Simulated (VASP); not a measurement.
Input:

```xyz
2
Lattice="3.4169 0.0000 0.0000 -1.7085 2.9591 0.0000 0.0000 0.0000 3.3347" Properties=species:S:1:pos:R:3 pbc="T T T"
Ir     0.0000     0.0000     0.0000
As     1.7085     0.9864     1.6674
```

Method: PBE GGA, VASP's PBE PAW potentials (set 64) (plane waves; VASP). Settings: 300 eV cut-off, 6×6×5 Γ-centred mesh, Fermi-Dirac smearing of 0.10 eV, potentials Ir As.

Give the energies of bands 2 to 10 at the high-symmetry points, in eV from the Fermi level.

| band | Γ | M | K | A | L | H |
|---|---|---|---|---|---|---|
| 2 | -4.43 | -7.65 | -7.20 | -8.38 | -6.31 | -6.60 |
| 3 | -3.93 | -4.30 | -5.22 | -3.59 | -5.53 | -5.89 |
| 4 | -3.93 | -4.04 | -4.17 | -3.59 | -4.84 | -3.81 |
| 5 | -1.83 | -2.12 | -2.69 | -2.77 | -1.96 | -2.48 |
| 6 | -1.83 | -1.97 | -1.59 | -2.77 | -0.98 | -0.89 |
| 7 | -0.82 | -0.46 | -1.42 | -0.97 | -0.70 | 0.25 |
| 8 | 3.07 | -0.34 | -1.01 | 2.71 | 1.03 | 0.75 |
| 9 | 3.07 | 3.83 | 5.05 | 2.71 | 1.04 | 1.42 |
| 10 | 3.28 | 4.79 | 8.00 | 7.26 | 4.73 | 3.19 |

It has no gap at this level: it comes out as a metal or semimetal.

The structure was generated: AsIr was put into an ordered model structure, which need not be its known phase. The cell was not relaxed at this level. The k-mesh is coarse (spacing up to 0.38 per Å, 2π included), so the numbers may not be converged in it.
